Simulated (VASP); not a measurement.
Output of a VASP run:

**OSZICAR**
```
       N       E                     dE             d eps       ncg     rms          rms(c)
DAV:   1     0.113133803777E+02    0.11313E+02   -0.53623E+03  1184   0.100E+03
DAV:   2    -0.163894555334E+02   -0.27703E+02   -0.26117E+02  1632   0.169E+02
DAV:   3    -0.166089180420E+02   -0.21946E+00   -0.21946E+00  1344   0.191E+01
DAV:   4    -0.166091133853E+02   -0.19534E-03   -0.19534E-03  1536   0.493E-01
DAV:   5    -0.166091135035E+02   -0.11811E-06   -0.11811E-06  1224   0.869E-03    0.644E+00
DAV:   6    -0.158013546258E+02    0.80776E+00   -0.35941E+00  1480   0.134E+01    0.311E+00
DAV:   7    -0.157512598994E+02    0.50095E-01   -0.69705E-02  1504   0.257E+00    0.184E+00
DAV:   8    -0.157372253475E+02    0.14035E-01   -0.36854E-02  1384   0.161E+00    0.127E-01
DAV:   9    -0.157372743462E+02   -0.48999E-04   -0.59818E-04  1208   0.237E-01    0.661E-02
DAV:  10    -0.157373392013E+02   -0.64855E-04   -0.10484E-04  1576   0.111E-01    0.119E-02
DAV:  11    -0.157373422317E+02   -0.30304E-05   -0.80930E-06  1352   0.253E-02    0.764E-03
DAV:  12    -0.157373422881E+02   -0.56435E-07   -0.16037E-06  1384   0.102E-02    0.280E-04
DAV:  13    -0.157373422890E+02   -0.87493E-09   -0.20618E-08   576   0.180E-03
   1 F= -.15737342E+02 E0= -.15737342E+02  d E =-.122190E-13
```

OUTCAR:
```
------------------------ aborting loop because EDIFF is reached ----------------------------------------
  FORCE on cell =-STRESS in cart. coord.  units (eV):
  Direction    XX          YY          ZZ          XY          YZ          ZX
  --------------------------------------------------------------------------------------
  Total       -1.5542358     -1.5542358     -1.5542358      0.0000000     -0.0000000      0.0000000
  in kB     -198.1630970   -198.1630970   -198.1630970      0.0000000     -0.0000000      0.0000000
  external PRESSURE =    -198.1630970 kB  Pullay stress =       0.0000000 kB
  volume of cell :       12.57
      direct lattice vectors                 reciprocal lattice vectors
     0.000000000  1.845262852  1.845262852    -0.270964107  0.270964107  0.270964107
     1.845262852  0.000000000  1.845262852     0.270964107 -0.270964107  0.270964107
     1.845262852  1.845262852  0.000000000     0.270964107  0.270964107 -0.270964107
  FREE ENERGIE OF THE ION-ELECTRON SYSTEM (eV)
  ---------------------------------------------------
  free  energy   TOTEN  =       -15.7373422890 eV

  energy  without entropy=      -15.7373422890  energy(sigma->0) =      -15.73734229
```
(Selected blocks of OUTCAR.)

File POSCAR:
```
BN
1
    0.0000000000     1.8452628518     1.8452628518
    1.8452628518     0.0000000000     1.8452628518
    1.8452628518     1.8452628518     0.0000000000
B N
1 1
Direct
  0.0000000000   0.0000000000   0.0000000000
  0.2500000000   0.2500000000   0.2500000000
```

Reconstruct the remaining input files.

One answer among several that fit: the input of the run itself, vdW-DF-cx, plane waves, VASP's PBE PAW potentials (set 64).

KPOINTS:
```
Automatic mesh
0
Gamma
12 12 12
0 0 0
```

INCAR:
```
AGGAC = 0.0
ALGO = Normal
EDIFF = 1E-7
ENCUT = 520
GGA = CX
ISIF = 2
ISMEAR = 0
LASPH = .TRUE.
LCHARG = .FALSE.
LREAL = .FALSE.
LUSE_VDW = .TRUE.
LWAVE = .FALSE.
NELM = 100
PREC = Accurate
SIGMA = 0.05
SYSTEM = BN
```

POTCAR, in this order: B N (PBE.64 set). Program: vasp_std.

The compound is BN in the zinc blende structure. This cell is one point of a volume scan, at 1.06 of the reference volume.
